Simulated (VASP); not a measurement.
An input for Ansatz (written as the equivalent of a VASP run, and not itself run):

Ansatz 0.2 input:
```yaml
crystal:
  lattice:
    - [0.0000000, 3.0807983, 3.0807983]
    - [3.0807983, 0.0000000, 3.0807983]
    - [3.0807983, 3.0807983, 0.0000000]
  atoms:
    - { symbol: K, position: [0.0000000, 0.0000000, 0.0000000] }
    - { symbol: Cl, position: [0.5000000, 0.5000000, 0.5000000] }
kpoints:
  mp_grid: { grid: [7, 7, 7] }
hamiltonian:
  xc: r2scan
  pseudopotentials: { kind: paw }
scf:
  occupations: { method: gaussian, width: 0.05 }
  max_iter: 100
output: { forces: true, stress: true, eigenvalues: true }
```

Problem. Translate this input to VASP (INCAR, KPOINTS, POSCAR, choice of POTCAR).

Solution. This is not unique; one that fits is 
**KPOINTS**
```
Automatic mesh
0
Gamma
7 7 7
0 0 0
```

### POSCAR
```
KCl
4.3569070
  0.0000000000   0.7071067415   0.7071067415
  0.7071067415   0.0000000000   0.7071067415
  0.7071067415   0.7071067415   0.0000000000
K Cl
1 1
direct
  0.0000000000   0.0000000000   0.0000000000
  0.5000000000   0.5000000000   0.5000000000
```

INCAR:
```
ALGO = Normal
SYSTEM = KCl
NELM = 100   ! most electronic steps
METAGGA = R2SCAN
ENCUT = 520
ISIF = 2
LWAVE = .FALSE.
LASPH = .TRUE.   ! aspherical one-centre terms
LMIXTAU = .TRUE.
LREAL = .FALSE.   ! projection in real space or not
PREC = Accurate
ISMEAR = 0
EDIFF = 1E-7   ! SCF stop (eV)
LCHARG = .FALSE.
SIGMA = 0.05   ! width (eV)
```

POTCAR, in this order: K_sv Cl (PBE.64 set). Program: vasp_std.

The two are equivalent in intent, not identical: each code has its own PAW files, so the cut-off isn't converted (ENCUT is set for VASP's; basis.ecutwfc is left out, and Ansatz then takes the one that its files recommend); Ansatz stops its SCF on the density residual and VASP on the energy change (EDIFF).

The compound is KCl in the rock salt structure. This cell is one point of a volume scan, at 0.94 of the reference volume.
